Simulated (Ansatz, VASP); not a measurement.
**Cross-check of MoS2 between VASP and Ansatz**

Aim: how closely do two programs agree when they are given the same cell, functional and k mesh? The cell is taken from a series of runs on this material, whose earlier steps may have relaxed, scaled, displaced or heated it; both programs get it as it stands. Other levels of theory on this material are compared in a session of their own.

Method: plane waves, with VASP 6.6.1 beside it; single point at r2SCAN, in Ansatz 0.2.0.

### 1. The starting structure

It takes space group P6_3/mmc (No. 194, hexagonal). The conventional cell has a = 3.158 Å, b = 3.158 Å, c = 12.288 Å, α = 90.00°, β = 90.00°, γ = 120.00°. Nearest to Mo lie 6 S at 2.40 Å. Nearest to S lie 3 Mo at 2.40 Å. Farther neighbours and most contacts between anions are not listed.

### 2. VASP: single point, r2SCAN

A single point gives forces, pressure and levels at one fixed geometry, so differences don't come from the geometry; what else differs is listed under the comparison.

Lines of VASP's logs that name or quote its potential files are left out, and so is its time.

Input file INCAR:

```
SYSTEM = MoS2
PREC = Accurate
ENCUT = 440
EDIFF = 1E-06
NELM = 120
ISMEAR = 0
SIGMA = 0.01
LREAL = .FALSE.
ALGO = Normal
METAGGA = R2SCAN
LASPH = .TRUE.
NBANDS = 32
LORBIT = 11
LWAVE = .FALSE.
LCHARG = .FALSE.
ISIF = 2
GGA_COMPAT = .FALSE.
EFERMI = MIDGAP
LMIXTAU = .TRUE.
KPAR = 2
```

Input file POSCAR:

```
MoS2
1.0
    3.1579598862      0.0000000000      0.0000000000
   -1.5789799431      2.7348734856      0.0000000000
    0.0000000000      0.0000000000     12.2880904366
Mo S
2 4
Direct
    0.3333333333      0.6666666667      0.2500000000
    0.6666666667      0.3333333333      0.7500000000
    0.3333333333      0.6666666667      0.6226282261
    0.6666666667      0.3333333333      0.1226282261
    0.3333333333      0.6666666667      0.8773717739
    0.6666666667      0.3333333333      0.3773717739
```

Input file KPOINTS:

```
Automatic mesh
0
Gamma
12 12 2
0 0 0
```

PAW data sets: Mo_sv and S (PBE family, release 64).

Run with:

```
mpirun -np 2 vasp_std
```

Numbers of over 12 decimals in the logs are rounded to 6 here.

Output:

```text
[banner, memory and clock lines left out]
running    2 mpi-ranks, on    1 nodes
 distrk:  each k-point on    1 cores,    2 groups
 distr:  one band on    1 cores,    1 groups

 POSCAR found type information on POSCAR MoS
 POSCAR found :  2 types and       6 ions
|                                                                             |
|               ----> ADVICE to this user running VASP <----                  |
|                                                                             |
|     You enforced a specific xc type in the INCAR file but a different       |
|     [... a line on the potential file left out ...]
|     I HOPE YOU KNOW WHAT YOU ARE DOING!                                     |
|                                                                             |

 LDA part: xc-table for (None), standard interpolation
 POSCAR, INCAR and KPOINTS ok, starting setup
 FFT: planning ... GRIDC
 FFT: planning ... GRID_SOFT
 FFT: planning ... GRID
 WAVECAR not read
 entering main loop
       N       E                     dE             d eps       ncg     rms          rms(c)
DAV:   1     0.358505291425E+03    0.35851E+03   -0.28026E+04  2728   0.139E+03
DAV:   2    -0.875715346938E+02   -0.44608E+03   -0.43423E+03  3032   0.379E+02
DAV:   3    -0.108897240446E+03   -0.21326E+02   -0.21162E+02  3128   0.747E+01
DAV:   4    -0.109294893859E+03   -0.39765E+00   -0.39673E+00  3016   0.103E+01
DAV:   5    -0.109304076449E+03   -0.91826E-02   -0.91764E-02  3072   0.147E+00    0.386E+01
DAV:   6    -0.989587175802E+02    0.10345E+02   -0.20524E+01  2688   0.310E+01    0.134E+01
DAV:   7    -0.940585123339E+02    0.49002E+01   -0.62711E+00  2696   0.133E+01    0.673E+00
DAV:   8    -0.920498650047E+02    0.20086E+01   -0.18731E+00  2992   0.827E+00    0.418E+00
DAV:   9    -0.903026328109E+02    0.17472E+01   -0.31229E-01  2896   0.364E+00    0.167E+00
DAV:  10    -0.895815579985E+02    0.72107E+00   -0.34672E-01  2904   0.396E+00    0.619E-01
DAV:  11    -0.896026667276E+02   -0.21109E-01   -0.12257E-02  3032   0.643E-01    0.711E-01
DAV:  12    -0.895312809883E+02    0.71386E-01   -0.97859E-02  2576   0.229E+00    0.589E-01
DAV:  13    -0.898007034440E+02   -0.26942E+00   -0.98280E-02  2536   0.194E+00    0.721E-01
DAV:  14    -0.900111366665E+02   -0.21043E+00   -0.89580E-02  2560   0.207E+00    0.938E-01
[...]
DAV:  23    -0.900267941259E+02    0.40341E-05   -0.40083E-06  2584   0.135E-02    0.529E-02
DAV:  24    -0.900268074094E+02   -0.13284E-04   -0.40472E-06  2528   0.110E-02    0.396E-02
DAV:  25    -0.900268431807E+02   -0.35771E-04   -0.22244E-05  2392   0.311E-02    0.223E-02
DAV:  26    -0.900268418368E+02    0.13440E-05   -0.10662E-05  2304   0.218E-02    0.195E-02
DAV:  27    -0.900268446732E+02   -0.28364E-05   -0.42316E-07  1504   0.429E-03    0.172E-02
DAV:  28    -0.900268433621E+02    0.13111E-05   -0.13234E-06  1552   0.711E-03    0.147E-02
DAV:  29    -0.900268482257E+02   -0.48636E-05   -0.18764E-06  1864   0.872E-03    0.940E-03
DAV:  30    -0.900268490174E+02   -0.79174E-06   -0.78359E-07  1480   0.673E-03
   1 F= -.90026849E+02 E0= -.90026849E+02  d E =0.000000E+00
```

OUTCAR, selected parts (step 2):

```text
ion  position               nearest neighbor table
   1  0.333  0.667  0.250-   4 2.40   6 2.40   4 2.40   6 2.40   4 2.40   6 2.40
   2  0.667  0.333  0.750-   3 2.40   5 2.40   3 2.40   5 2.40   3 2.40   5 2.40
   3  0.333  0.667  0.623-   2 2.40   2 2.40   2 2.40
   4  0.667  0.333  0.123-   1 2.40   1 2.40   1 2.40
   5  0.333  0.667  0.877-   2 2.40   2 2.40   2 2.40
   6  0.667  0.333  0.377-   1 2.40   1 2.40   1 2.40

  LATTYP: Found a hexagonal cell.
 ALAT       =     3.1579598862
 C/A-ratio  =     3.8911483614

 Subroutine GETGRP returns: Found 24 space group operations
 (whereof 12 operations were pure point group operations)

The static configuration has the point symmetry D_3d.
 The point group associated with its full space group is D_6h.

 Found     38 irreducible k-points:

   k-points           NKPTS =     38   k-points in BZ     NKDIM =     38   number of bands    NBANDS=     32

   dimension x,y,z NGX =    24 NGY =   24 NGZ =   84
   dimension x,y,z NGXF=    48 NGYF=   48 NGZF=  168

   ENCUT  =  440.0 eV  32.34 Ry    5.69 a.u.   5.40  5.40 21.02*2*pi/ulx,y,z

   NELECT =      52.0000    total number of electrons

 k-points in reciprocal lattice and weights: Automatic mesh
   0.00000000  0.00000000  0.00000000       0.003
   0.08333333 -0.00000000  0.00000000       0.021
   0.16666667 -0.00000000  0.00000000       0.021
   0.25000000 -0.00000000  0.00000000       0.021
   0.33333333 -0.00000000  0.00000000       0.021
   0.41666667 -0.00000000  0.00000000       0.021
   0.50000000 -0.00000000  0.00000000       0.010
   0.08333333  0.08333333  0.00000000       0.021
   0.16666667  0.08333333  0.00000000       0.042
[...]
0.33333333  0.25000000  0.50000000       0.042
   0.33333333  0.33333333  0.50000000       0.007

 average (electrostatic) potential at core
       1 -79.9217       2 -79.9217       3 -87.3676       4 -87.3676       5 -87.3676
       6 -87.3676

 E-fermi :   8.0032

 k-point     1 :       0.0000    0.0000    0.0000
  band No.  band energies     occupation
    ...
     22       5.2576      2.00000
     23       5.2576      2.00000
     24       6.2058      2.00000
     25       6.3018      2.00000
     26       7.5068      2.00000
     27       9.7830      0.00000
     28       9.7830      0.00000
     29       9.8135      0.00000
     30       9.8135      0.00000
     31       9.9250      0.00000
    ...

 k-point     2 :       0.0833   -0.0000    0.0000
  band No.  band energies     occupation
    ...
     22       5.0859      2.00000
     23       5.3379      2.00000
     24       6.3111      2.00000
     25       6.3594      2.00000
     26       7.2959      2.00000
     27       9.6835      0.00000
     28       9.7231      0.00000
     29       9.7544      0.00000
     30       9.7905      0.00000
     31       9.8411      0.00000
    ...

 k-point     3 :       0.1667   -0.0000    0.0000
  band No.  band energies     occupation
    ...
     22       4.6803      2.00000
     23       5.3244      2.00000
     24       6.2381      2.00000
     25       6.2598      2.00000
     26       6.7068      2.00000
     27       9.1427      0.00000
     28       9.4944      0.00000
     29       9.5930      0.00000
     30       9.7047      0.00000
     31       9.7310      0.00000
    ...

  Total        1.5947000      1.5947000      0.4310619      0.0000000      0.0000000      0.0000000
  in kB       24.0747245     24.0747245      6.5076163      0.0000000      0.0000000      0.0000000
  external PRESSURE =      18.2190217 kB  Pullay stress =       0.0000000 kB

  energy-cutoff  :      440.00
  volume of cell :      106.13
      direct lattice vectors                 reciprocal lattice vectors
     3.157959886  0.000000000  0.000000000     0.316660134  0.182823813  0.000000000
    -1.578979943  2.734873486  0.000000000     0.000000000  0.365647627  0.000000000
     0.000000000  0.000000000 12.288090437     0.000000000  0.000000000  0.081379609

 POSITION                                       TOTAL-FORCE (eV/Angst)
 -----------------------------------------------------------------------------------
     -0.00000      1.82325      3.07202        -0.000000      0.000000      0.000000
      1.57898      0.91162      9.21607         0.000000      0.000000      0.000000
     -0.00000      1.82325      7.65091        -0.000000      0.000000      0.180008
      1.57898      0.91162      1.50687         0.000000      0.000000      0.180008
     -0.00000      1.82325     10.78122        -0.000000     -0.000000     -0.180008
      1.57898      0.91162      4.63718         0.000000      0.000000     -0.180008
 -----------------------------------------------------------------------------------
    total drift:                               -0.000000      0.000000     -0.000000

  FREE ENERGIE OF THE ION-ELECTRON SYSTEM (eV)
  ---------------------------------------------------
  free  energy   TOTEN  =       -90.0268490174 eV

  energy  without entropy=      -90.0268490174  energy(sigma->0) =      -90.02684902

 total charge
# of ion       s       p       d       tot
------------------------------------------
    1        2.286   6.224   3.918  12.428
    2        2.286   6.224   3.918  12.428
    3        1.357   2.367   0.000   3.724
    4        1.357   2.367   0.000   3.724
    5        1.357   2.367   0.000   3.724
    6        1.357   2.367   0.000   3.724
--------------------------------------------------
tot          9.998  21.918   7.836  39.752

[... 3 further parts left out ...]
```

The run ends at a pressure of 1.82 GPa, with forces up to 0.18 eV/Å.

### 3. Ansatz: single point, r2SCAN

Ansatz runs on its default PAW (the set named soft_2) files.

The same cell, functional and mesh now go to Ansatz.

Input file input.yaml:

```yaml
crystal:
  lattice:
    - [3.1579598862, 0.0, 0.0]
    - [-1.5789799431, 2.7348734856, 0.0]
    - [0.0, 0.0, 12.2880904366]
  atoms:
    - { symbol: Mo, position: [0.3333333333, 0.6666666667, 0.25] }
    - { symbol: Mo, position: [0.6666666667, 0.3333333333, 0.75] }
    - { symbol: S, position: [0.3333333333, 0.6666666667, 0.6226282261] }
    - { symbol: S, position: [0.6666666667, 0.3333333333, 0.1226282261] }
    - { symbol: S, position: [0.3333333333, 0.6666666667, 0.8773717739] }
    - { symbol: S, position: [0.6666666667, 0.3333333333, 0.3773717739] }
kpoints:
  mp_grid: { grid: [12, 12, 2] }
  band_path:
    path:
      - [0.0, 0.0, 0.0]
      - [0.5, 0.0, 0.0]
      - [0.33333333, 0.33333333, 0.0]
      - [0.0, 0.0, 0.5]
      - [0.5, 0.0, 0.5]
      - [0.33333333, 0.33333333, 0.5]
      - [0.1666666667, 0.1666666667, 0.0]
    npoints: 1
hamiltonian:
  xc: r2scan
scf:
  occupations: { method: fixed }
  n_extra_bands: 6
output:
  eigenvalues: true
  write_density: true
  write_potential: true
  elf: true
  volumetric_format: npy
basis:
  ecutwfc: 550.0
```

Run with:

```
ansatz run input.yaml --threads 3 --pin off --max-ram 92160MiB --backend cuda --devices 1 --max-vram 13GiB --events-out ev --progress --plain --runs-dir out
```

Output:

```text
scf.n_extra_bands = 6 over 26 filled bands (N_el = 52.0): the run solves 32 bands
GPUs: using 1 of 1 available (devices: 1).
Engine: ansatz 0.2.0, x86_64-unknown-linux-gnu
Pseudopotentials: kind: paw
Pseudopotential: Mo, paw, valence charge 14, recommended cutoff 500 eV (meta_gga), Mo.paw.azcp
Pseudopotential: S, paw, valence charge 6, recommended cutoff 500 eV (meta_gga), S.paw.azcp
Functional definition: r2SCAN
  parameter k0 = 0.174
  parameter k1 = 0.065
  parameter a1 = 4.9479
  exchange = r2scan_x(k0 = k0, k1 = k1, a1 = a1)
  correlation = r2scan_c
device memory: the entry about to start is reckoned to put 4.0 GiB on a device that reports 52.4 GiB free (of which the cap on the GPU budget leaves the run 13.0 GiB)
GPU FFT provider: cuFFT
GPU libraries: cuBLAS 13.8.2, cuFFT 12.4.0, cuSOLVER 12.3.4
Crystal: 6 atoms, lattice volume = 106.128 Å³
Basis set: ecut = 550 eV, 3083 PW (Γ), exchange–correlation on 100×100×384 points (64 copies of the dense FFT grid, shifted against one another)
Bands: 32, of which v1, the nominal top of the filled ones, is band 26 counted from 1 (25 counted from 0)
Symmetry: 24 space group operations
Space group: P63/mmc (ITA 194), of the structure as read, at distance tolerance 4.7e-5 Å
k-points: 38 of 288
Non-local potential: Mo, projectors of the file, l = 0: 3, l = 1: 2, l = 2: 2, l = 3: 1
Non-local potential: S, projectors of the file, l = 0: 2, l = 1: 2, l = 2: 2
PAW form: soft (Blöchl's): semilocal exchange-correlation on the pseudo side does not see the compensation charge
PAW frozen core: Mo, regenerated for the run's functional (the file was generated under x = pbe(κ = 0.804, μ = 0.219515), c = pbe(β = 0.066725))
PAW frozen core: S, regenerated for the run's functional (the file was generated under x = pbe(κ = 0.804, μ = 0.219515), c = pbe(β = 0.066725))
PAW one-centre angular grid: Mo, 590 points (default); XC on 160 Gauss nodes
PAW one-centre angular grid: S, 302 points (default); XC on 160 Gauss nodes
Initial density: superposition of atomic densities (neutral atoms: chi_scale 0, normalization atom), corrected by the library's trained network
Initial wavefunctions: pseudopotential atomic-orbital guess
GPU buffer pool allocated for 60000 grid points (all kernels)
GPU transforms: local potential and band sums: pruned to the plane-wave sphere, on 25×25×96
Functional: x = r2scan, c = r2scan; τ floored in thin density (d = 2e-4 eV/Å³)
SCF iter   1: F=—  HF=-13564.182746 eV  |F-HF|=—  |Δ(HF+E_count)|=         —  Δρ=1.06e-2  dr2=1.57e-1  dr2_τ=1.01e-1  ethr=1.77e-3  ⟨swp⟩=5.4  Hψ=4817  notcnv=0  defer=108
preconditioner: auto → Resta (q_TF=auto, 2.422 Å⁻¹)  ε∞=7.8  [insulator: Δε(μ)=0.958 eV  Ē_g=8.291 eV  n_scr=26 (ndim 8)  ℏωp=21.6 eV  f_vac=0.014  ε∞_Penn≈7.8]
SCF iter   2: F=—  HF=-13564.264783 eV  |F-HF|=—  |Δ(HF+E_count)|=   8.20e-2  Δρ=5.29e-3  dr2=1.18e-2  dr2_τ=5.59e-3  ethr=3.03e-4  ⟨swp⟩=2.5  Hψ=2264  notcnv=0  defer=145
SCF iter   3: F=—  HF=-13564.269612 eV  |F-HF|=—  |Δ(HF+E_count)|=   4.83e-3  Δρ=3.04e-3  dr2=4.65e-3  dr2_τ=3.34e-4  ethr=2.27e-5  ⟨swp⟩=2.1  Hψ=1726  notcnv=0  defer=150
SCF iter   4: F=—  HF=-13564.272772 eV  |F-HF|=—  |Δ(HF+E_count)|=   3.16e-3  Δρ=2.47e-4  dr2=8.21e-5  dr2_τ=8.71e-6  ethr=8.94e-6  ⟨swp⟩=3.5  Hψ=2268  notcnv=0  defer=150
SCF iter   5: F=—  HF=-13564.272737 eV  |F-HF|=—  |Δ(HF+E_count)|=   3.55e-5  Δρ=8.08e-5  dr2=1.26e-5  dr2_τ=7.31e-7  ethr=1.58e-7  ⟨swp⟩=2.0  Hψ=1770  notcnv=0  defer=147
SCF iter   6: F=—  HF=-13564.272741 eV  |F-HF|=—  |Δ(HF+E_count)|=   4.89e-6  Δρ=1.91e-5  dr2=5.69e-7  dr2_τ=1.38e-8  ethr=2.42e-8  ⟨swp⟩=2.0  Hψ=1850  notcnv=0  defer=148
SCF iter   7: F=-13564.272742 eV  HF=-13564.272742 eV  |F-HF|=9.03e-9  |Δ(HF+E_count)|=   2.47e-7  Δρ=5.18e-6  dr2=2.64e-8  dr2_τ=2.11e-9  ethr=1.92e-10  ⟨swp⟩=7.8  Hψ=4668  notcnv=0
SCF 1 converged in 7 iterations: F = -13564.272742 eV  dr2 = 2.64e-8
  greatest PAW one-centre occupation: 0.996 electrons in one spin orbital (limit 2), on the Mo atom at site 0 (counted from 0), in its partial waves of l = 0
device memory: the entry about to start is reckoned to put 2.2 GiB on a device that reports 52.4 GiB free (of which the cap on the GPU budget leaves the run 13.0 GiB)
NSCF: frozen V_eff on 7 k-points
SCF converged after 7 iterations
Free energy (F): -13564.272742 eV
Harris-Foulkes:  -13564.272742 eV  (|F-HF|=9.03e-9)
Internal energy: -13564.272742 eV  (E = F + TS)
E sigma→0 (E₀):  -13564.272742 eV
Fermi energy:    10.951818 eV
--- Per-component energies (eV) ---
  E_band       = -343.309761
  E_kinetic    = 1310.551857
  E_local      = -3889.851889  (includes V_loc(G=0)·N_el)
  E_nonlocal   = 396.991879
  E_hartree    = 1494.256415
  E_xc         = -725.745908
  E_vxc        = -892.621719  (∫ρ·V_xc dr)
  E_paw        = -8871.697054  (= ΣΔE_a)
  E_vpaw       = -308.329017  (= ΣTr[D̂ρ^β])
  E_aug_tail   = 0.000014  (compensation charges beyond the density's cutoff)
  E_vtau       = 51.440495  (kinetic-family band-sum trace: ∫τ·v_τ [+ j·A + Jᵃ·Aᵃ] dr)
  E_ewald      = -3277.896581
  E_core_change = -0.881474  (= ΣΔE_core)
  E_smearing   = -0.000000  (= −TS)
  E_closure    = -0.000000  (closes the sum)
  Σ components = -13564.272742   (vs F -13564.272742, Δ=0.00e0)
--- Band table (eV; the first three rows and the last of 38) ---
  k-point 0: bands = [... 22 lower, 8.6936, 9.6528, 9.7377, 10.9518, 13.2203, 13.2203, 13.2504, 13.2504, ... 2 higher]
  k-point 1: bands = [... 22 lower, 8.6681, 8.6681, 10.6589, 10.6589, 13.2248, 13.2248, 13.2248, 13.2248, ... 2 higher]
  k-point 2: bands = [... 22 lower, 8.7745, 9.7473, 9.8074, 10.7412, 13.1192, 13.1571, 13.1919, 13.2285, ... 2 higher]
  k-point 37: bands = [... 22 lower, 7.8839, 7.8839, 10.2152, 10.2152, 12.1051, 12.1051, 13.3988, 13.3988, ... 2 higher]
```

In the SCF lines HF is the Harris–Foulkes energy and dr2 the Hartree energy of the density residual, in eV; the loop may stop once dr2 is under the threshold and the program's other checks hold. Hψ counts applications of the Hamiltonian.

### 4. Comparison

Known differences besides the potentials themselves: VASP keeps PBE cores, Ansatz makes them for the functional; fixed occupations in Ansatz, narrow Gaussian smearing in VASP; the cutoff is 550 eV in Ansatz and 440 eV in VASP. Total energies have different zeros and are not compared.

Compared:

| quantity | Ansatz | VASP | difference |
| --- | --- | --- | --- |
| gap on the k mesh (eV) | 0.981 | 0.993 | -0.012 |

A gap on the mesh is an upper bound, since the band edges may lie between its points.

### 5. Outcome

| Property | Result |
| --- | --- |
| difference in gap on the k mesh (single point, r2SCAN) | -0.012 eV |

The difference in gap on the k mesh is -0.012 eV (single point, r2SCAN), within the 0.08 eV picked in this series as the mark of a large difference. 7 further runs of this series are not shown here. Such differences can come from data sets, numerical settings and the points named under the comparisons, not from the functional's error against experiment.

[Lines on the potential files, build, host, timing and source positions are cut from VASP's logs without a mark.]

[Logs are printed without paths, hosts, clocks, repeated set-up lines and the standing remarks that a program may print on its own settings, such as how far it seeks lower states.]

[Hosts, paths, dates, database ids (printed as entryN), source tags and the programs' standing remarks are cut or masked in the printed files.]
